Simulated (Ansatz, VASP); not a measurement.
# ZrZn16 (ZrZn16 (Cmcm)) in two plane-wave programs, part 2 of 2

One calculation is typed for both programs; each brings its own data sets. How far apart do they land? Of the first pair: The structure shown is the start of the Ansatz relaxation below; VASP solves that cell, so the two are compared at the walk's first step.

VASP 6.6.1 and Ansatz 0.2.0.

So far. Step 3 (VASP: single point, PBEsol, start cell, pair 1): The run ends at a pressure of -1.95 GPa, with forces up to 0.083 eV/Å.

### 5. Ansatz: relaxation, PBEsol

Level of this step: Ansatz beside VASP: Kohn-Sham DFT, plane waves, PBEsol (Ansatz).

This run makes the geometry at which the two programs are then compared. The cell compared in this pair holds 499.10 Å³, against 508.95 Å³ for the pair before.

The structure compared here is the end of the Ansatz relaxation.

Contents of input.yaml:

```yaml
crystal:
  lattice:
    - [3.8306207, -5.7161717, 0.0]
    - [3.8306207, 5.7161717, 0.0]
    - [0.0, 0.0, 11.6217802]
  atoms:
    - { symbol: Zr, position: [0.04697807, 0.95302193, 0.75] }
    - { symbol: Zr, position: [0.95302193, 0.04697807, 0.25] }
    - { symbol: Zn, position: [0.35487204, 0.98399191, 0.93227951] }
    - { symbol: Zn, position: [0.64512796, 0.01600809, 0.43227951] }
    - { symbol: Zn, position: [0.98399191, 0.35487204, 0.06772049] }
    - { symbol: Zn, position: [0.01600809, 0.64512796, 0.56772049] }
    - { symbol: Zn, position: [0.64512796, 0.01600809, 0.06772049] }
    - { symbol: Zn, position: [0.35487204, 0.98399191, 0.56772049] }
    - { symbol: Zn, position: [0.01600809, 0.64512796, 0.93227951] }
    - { symbol: Zn, position: [0.98399191, 0.35487204, 0.43227951] }
    - { symbol: Zn, position: [0.64720316, 0.75054228, 0.86617098] }
    - { symbol: Zn, position: [0.35279684, 0.24945772, 0.36617098] }
    - { symbol: Zn, position: [0.75054228, 0.64720316, 0.13382902] }
    - { symbol: Zn, position: [0.24945772, 0.35279684, 0.63382902] }
    - { symbol: Zn, position: [0.35279684, 0.24945772, 0.13382902] }
    - { symbol: Zn, position: [0.64720316, 0.75054228, 0.63382902] }
    - { symbol: Zn, position: [0.24945772, 0.35279684, 0.86617098] }
    - { symbol: Zn, position: [0.75054228, 0.64720316, 0.36617098] }
    - { symbol: Zn, position: [0.48390765, 0.19063786, 0.75] }
    - { symbol: Zn, position: [0.51609235, 0.80936214, 0.25] }
    - { symbol: Zn, position: [0.19063786, 0.48390765, 0.25] }
    - { symbol: Zn, position: [0.80936214, 0.51609235, 0.75] }
    - { symbol: Zn, position: [0.17728539, 0.82271461, 0.36112999] }
    - { symbol: Zn, position: [0.82271461, 0.17728539, 0.86112999] }
    - { symbol: Zn, position: [0.82271461, 0.17728539, 0.63887001] }
    - { symbol: Zn, position: [0.17728539, 0.82271461, 0.13887001] }
    - { symbol: Zn, position: [0.62254487, 0.37745513, 0.969685] }
    - { symbol: Zn, position: [0.37745513, 0.62254487, 0.469685] }
    - { symbol: Zn, position: [0.37745513, 0.62254487, 0.030315] }
    - { symbol: Zn, position: [0.62254487, 0.37745513, 0.530315] }
    - { symbol: Zn, position: [0.29364029, 0.70635971, 0.75] }
    - { symbol: Zn, position: [0.70635971, 0.29364029, 0.25] }
    - { symbol: Zn, position: [0.0, 0.0, 0.0] }
    - { symbol: Zn, position: [0.0, 0.0, 0.5] }
basis:
  ecutwfc: 420
  xc_grid: 2
hamiltonian:
  xc: pbesol
kpoints:
  mp_grid: { grid: [6, 6, 4] }
scf:
  occupations: { method: fermi_dirac, width: 0.05 }
  max_iter: 150
output:
  forces: true
  stress: true
relax:
  f_tol: 0.01
  max_steps: 60
  cell: {}
checkpoint:
  write: "../pbesol.run"
  compress: false
  write_wavefunctions: false
  write_every: 100000
```

Command:

```bash
ansatz run input.yaml --threads 4 --pin off --max-ram 6594MiB --backend cpu --events-out ev --progress --plain --runs-dir out
```

Numbers of over 12 decimals in the logs are rounded to 6 here.

The program printed:

```text
[...]
Crystal: 34 atoms, lattice volume = 508.952 Å³
Basis set: ecut = 420 eV, 9973 PW (Γ), exchange–correlation on 96×96×160 points (8 copies of the dense FFT grid, shifted against one another)
Bands: 245, of which v1, the nominal top of the filled ones, is band 204 counted from 1 (203 counted from 0)
Symmetry: 8 space group operations
[...]
k-points: 39 of 144
[...]
- { symbol: Zn, position: [0.644041, 0.018029, 0.069218] }
    - { symbol: Zn, position: [0.355959, 0.981971, 0.569218] }
    - { symbol: Zn, position: [0.018029, 0.644041, 0.930782] }
    - { symbol: Zn, position: [0.981971, 0.355959, 0.430782] }
[...]
- { symbol: Zn, position: [0.292570, 0.707430, 0.750000] }
    - { symbol: Zn, position: [0.707430, 0.292570, 0.250000] }
    - { symbol: Zn, position: [0, 0, 0] }
    - { symbol: Zn, position: [0, 0, 0.500000] }
[key lines of the parts left out:]
SCF converged after 7 iterations
Free energy (F): -113249.206512 eV
Fermi energy:    11.979197 eV
P = ⅓ Tr σ = -0.0044 GPa (-0.044 kbar)
```

### 6. VASP: single point, PBEsol, relaxed cell, pair 2

The same cell, functional, mesh and smearing now go to VASP, with its own data sets.

Contents of INCAR:

```
SYSTEM = ZrZn16
PREC = Accurate
ENCUT = 500
EDIFF = 1E-06
NELM = 120
ISMEAR = -1
SIGMA = 0.05
LREAL = Auto
ALGO = Normal
GGA = PS
NBANDS = 236
LASPH = .TRUE.
LORBIT = 11
LWAVE = .FALSE.
LCHARG = .FALSE.
ISIF = 2
GGA_COMPAT = .FALSE.
KPAR = 4
```

Contents of POSCAR:

```
ZrZn16
1.0
    3.7994755372     -5.6585585950      0.0000000000
    3.7994755372      5.6585585950      0.0000000000
    0.0000000000      0.0000000000     11.6073319693
Zr Zn
2 32
Direct
    0.0465834924      0.9534165076      0.7500000000
    0.9534165076      0.0465834924      0.2500000000
    0.3559591971      0.9819713353      0.9307821547
    0.6440408029      0.0180286647      0.4307821547
    0.9819713353      0.3559591971      0.0692178453
    0.0180286647      0.6440408029      0.5692178453
    0.6440408029      0.0180286647      0.0692178453
    0.3559591971      0.9819713353      0.5692178453
    0.0180286647      0.6440408029      0.9307821547
    0.9819713353      0.3559591971      0.4307821547
    0.6468029337      0.7535297798      0.8660993728
    0.3531970663      0.2464702202      0.3660993728
    0.7535297798      0.6468029337      0.1339006272
    0.2464702202      0.3531970663      0.6339006272
    0.3531970663      0.2464702202      0.1339006272
    0.6468029337      0.7535297798      0.6339006272
    0.2464702202      0.3531970663      0.8660993728
    0.7535297798      0.6468029337      0.3660993728
    0.4820282024      0.1923719109      0.7500000000
    0.5179717976      0.8076280891      0.2500000000
    0.1923719109      0.4820282024      0.2500000000
    0.8076280891      0.5179717976      0.7500000000
    0.1781219583      0.8218780417      0.3611873768
    0.8218780417      0.1781219583      0.8611873768
    0.8218780417      0.1781219583      0.6388126232
    0.1781219583      0.8218780417      0.1388126232
    0.6201570781      0.3798429219      0.9681750990
    0.3798429219      0.6201570781      0.4681750990
    0.3798429219      0.6201570781      0.0318249010
    0.6201570781      0.3798429219      0.5318249010
    0.2925700861      0.7074299139      0.7500000000
    0.7074299139      0.2925700861      0.2500000000
    0.0000000000      0.0000000000      0.0000000000
    0.0000000000      0.0000000000      0.5000000000
```

Contents of KPOINTS:

```
Automatic mesh
0
Gamma
6 6 4
0 0 0
```

The projector-augmented-wave data sets are Zr_sv and Zn (PBE family, release 64).

Command:

```bash
mpirun -np 4 vasp_std
```

The program printed:

```text
[banner, memory and clock lines left out]
running    4 mpi-ranks, on    1 nodes
[...]
[... a notice as in an earlier step ...]

 LDA part: xc-table for (Slater+PW92), standard interpolation
 POSCAR, INCAR and KPOINTS ok, starting setup
[...]
entering main loop
       N       E                     dE             d eps       ncg     rms          rms(c)
DAV:   1     0.441624795379E+04    0.44162E+04   -0.17342E+05 18408   0.267E+03
DAV:   2     0.663428384134E+03   -0.37528E+04   -0.36475E+04 18624   0.672E+02
DAV:   3    -0.227414691686E+02   -0.68617E+03   -0.66119E+03 18412   0.237E+02
DAV:   4    -0.757396148134E+02   -0.52998E+02   -0.51553E+02 20600   0.688E+01
[...]
DAV:  16    -0.718312889314E+02   -0.35068E-06   -0.49351E-05 22808   0.612E-02    0.586E-03
DAV:  17    -0.718312895698E+02   -0.63833E-06   -0.11403E-05 19056   0.130E-02    0.578E-03
DAV:  18    -0.718312893473E+02    0.22248E-06   -0.55632E-07  9904   0.805E-03
   1 F= -.71831289E+02 E0= -.71795789E+02  d E =-.710015E-01
```

From OUTCAR (step 6):

```text
  Total        1.3610672      1.1525180      1.3901370      0.0000000      0.0000000      0.0000000
  in kB        4.3691632      3.6996994      4.4624803      0.0000000      0.0000000      0.0000000
  external PRESSURE =       4.1771143 kB  Pullay stress =       0.0000000 kB

 POSITION                                       TOTAL-FORCE (eV/Angst)
 -----------------------------------------------------------------------------------
      3.79948      5.13137      8.70550        -0.000000      0.001683      0.000000
      3.79948     -5.13137      2.90183        -0.000000     -0.001683      0.000000
      5.08343      3.54233     10.80390         0.001284      0.001070     -0.006623
      2.51552     -3.54233      5.00023        -0.001284     -0.001070     -0.006623
      5.08343     -3.54233      0.80343         0.001284     -0.001070      0.006623
      2.51552      3.54233      6.60710        -0.001284      0.001070      0.006623
      2.51552     -3.54233      0.80343        -0.001284     -0.001070      0.006623
      5.08343      3.54233      6.60710         0.001284      0.001070      0.006623
      2.51552      3.54233     10.80390        -0.001284      0.001070     -0.006623
      5.08343     -3.54233      5.00023         0.001284     -0.001070     -0.006623
      5.32053      0.60392     10.05310         0.003480     -0.003545      0.001409
      2.27842     -0.60392      4.24944        -0.003480      0.003545      0.001409
      5.32053     -0.60392      1.55423         0.003480      0.003545     -0.001409
      2.27842      0.60392      7.35790        -0.003480     -0.003545     -0.001409
[...]
-----------------------------------------------------------------------------------
    total drift:                                0.000000      0.000000      0.000000

  FREE ENERGIE OF THE ION-ELECTRON SYSTEM (eV)
  ---------------------------------------------------
  free  energy   TOTEN  =       -71.8312893473 eV

  energy  without entropy=      -71.7602878472  energy(sigma->0) =      -71.79578860

[... 2 further parts left out ...]
[key lines of the parts left out:]
E-fermi :   3.7815
```

The run ends at a pressure of 0.42 GPa, with forces up to 0.0068 eV/Å.

### 7. Differences

What differs besides the data sets and the points named for the pairs above, as far as they apply: the cutoff is 420 eV in Ansatz and 500 eV in VASP (PREC = Accurate, projectors in real space); Ansatz's pressure holds a Pulay correction, VASP's none. Total energies have different zeros and are not compared.

Both answers:

```tsv
quantity	Ansatz	VASP	difference
pressure (GPa)	0.00	0.42	-0.42
```

At this near-relaxed geometry the largest component of a force difference is 7 meV/Å.

### 8. Outcome

| Property | Result |
| --- | --- |
| r.m.s. force difference (single point, PBEsol, start cell, pair 1) | 2.7 meV/Å |
| difference in pressure (single point, PBEsol, relaxed cell, pair 2) | -0.42 GPa |

What this shows: The difference in pressure is -0.42 GPa (single point, PBEsol, relaxed cell, pair 2), within the 1 GPa picked in this series as the mark of a large difference. How closely two codes agree says nothing of how well the functional describes the real material.

[Lines on the potential files, build, host, timing and source positions are cut from VASP's logs without a mark.]

[Logs are printed without paths, hosts, clocks, repeated set-up lines and the standing remarks that a program may print on its own settings, such as how far it seeks lower states.]

[Hosts, paths, dates, database ids (printed as entryN), source tags and the programs' standing remarks are cut or masked in the printed files.]
